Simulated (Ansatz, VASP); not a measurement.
## Si4IrPt: VASP beside Ansatz

```
CELL_PARAMETERS angstrom
4.27601 0.00000 0.00000
-2.13800 3.70313 0.00000
0.00000 0.00000 5.55144
ATOMIC_POSITIONS crystal
Si 0.33333 0.66667 0.73815
Si 0.33333 0.66667 0.26185
Si 0.66667 0.33333 0.73815
Si 0.66667 0.33333 0.26185
Ir 0.00000 0.00000 0.50000
Pt 0.00000 0.00000 0.00000
```

Change from the starting cell: species swapped into the TiVB4 type (P6/mmm, No. 191).

Alike in both runs: functional PBE; k mesh 6 × 6 × 4; occupations gaussian, width 0.1 eV; no spin polarisation.

Ansatz relaxed the structure, and its values are those at the end. VASP's run is a single point on that final structure, the one shown.

|  | VASP | Ansatz |
| --- | --- | --- |
| version | VASP 6.6.1 | Ansatz 0.2.0 |
| potentials or method | VASP PAW PBE potentials, release 64 (Si, Ir, Pt) | scalar-relativistic, plane waves, PAW |
| plane-wave cutoff (eV) | 520 | 420 |
| valence electrons in the cell | 35 | 51 |

VASP gave:

| Item | Value |
| --- | --- |
| gap on the k mesh at the Fermi level (eV) | none |
| pressure (GPa) | -0.3 |
| rms of the force components (eV/Å) | 0.008 |

Task: Which values does Ansatz return?

Result: gap on the k mesh at the Fermi level (eV): none; pressure (GPa): -0.3; rms of the force components (eV/Å): 0.003.

A gap of «none» marks a metal or a gap that the smearing closes. With one functional, cell and mesh, what is left measures potentials, basis and numerics. The two sets of potentials don't hold the same shells in valence.

Spin-orbit coupling is left out, which matters for the levels of Ir, Pt.
